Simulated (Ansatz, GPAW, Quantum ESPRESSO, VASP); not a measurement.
Code comparison for HfAu (P1, 4 atoms in the cell)

Self-consistent single point, at a second geometry (atoms moved at random). First geometry:

```yaml
crystal:
  lattice:
    - [3.48386, 0.00000, 0.00000]
    - [0.00000, 3.48386, 0.00000]
    - [0.00000, 0.00000, 6.32052]
  atoms:
    - { symbol: Hf, position: [0.00000, 0.50000, 0.85158] }
    - { symbol: Hf, position: [0.50000, 0.00000, 0.14842] }
    - { symbol: Au, position: [0.00000, 0.50000, 0.37143] }
    - { symbol: Au, position: [0.50000, 0.00000, 0.62857] }
```

Second geometry:
```
HfAu
1.0
    3.48386     0.00000     0.00000
    0.00000     3.48386     0.00000
    0.00000     0.00000     6.32052
Hf Au
2 2
Direct
  0.99468   0.49761   0.85068
  0.49362   0.99065   0.14346
  0.00222   0.49187   0.37398
  0.50948   0.01987   0.63188
```

Shared settings, as Ansatz (a first-principles code) writes them: kpoints.mp_grid.grid = 8 8 4; scf.occupations.method = gaussian; scf.occupations.width = 0.1 eV. Potentials and cutoffs stand in the table.

| code | model | ΔF from the first geometry (meV/atom) | pressure (GPa) | largest force (eV/Å) | cutoff |
|---|---|---|---|---|---|
| Quantum ESPRESSO | PBEsol, GBRV 1.5 ultrasoft (PBESOL) pseudopotentials | 11.0 | -3.17 | 0.648 | 40 Ry |
| GPAW | PBEsol, GPAW PAW datasets PBEsol (made by gpaw-setup) | 11.0 | -1.60 | 0.682 | 600 eV |
| Ansatz | PBEsol, PAW files made with PBE | 10.8 | -2.49 | 0.661 | default |
| VASP | PBEsol, VASP's PBE PAW potentials (set 64) | 10.7 | -3.66 | 0.619 | 300 eV |

Size of the force on each atom (eV/Å): Sizes of forces hide their directions.

```
code                Hf1    Hf2    Au3    Au4
----------------  -----  -----  -----  -----
Quantum ESPRESSO  0.273  0.514  0.220  0.648
GPAW              0.304  0.451  0.258  0.682
Ansatz            0.279  0.476  0.216  0.661
VASP              0.264  0.505  0.249  0.619
```

On Ansatz's run: spin-orbit coupling is off.

The spread over the programs that give each value: ΔF from the first geometry within 0.3 meV/atom; pressure within 2.06 GPa; largest force within 0.063 eV/Å.

Ansatz's pressure is given at a fixed set of plane waves, as the other plane-wave codes print theirs; with its correction for the finite basis it is -2.44 GPa. In the pressure, GPAW (by 1.23) lies more than 1 GPa from the median of the plane-wave programs.

VASP's run is marked for a possible Pulay error in its stress at this cutoff; no cutoff test was made.

The starting cell comes from a database of computed structures (which also holds hypothetical and non-ambient phases and stackings), without a prior relaxation at this level. For this run, on top of that: atoms moved at random.

Left out of this page: CP2K and SIESTA (not drawn, or without a comparable value).

Keys are those of Ansatz 0.2.
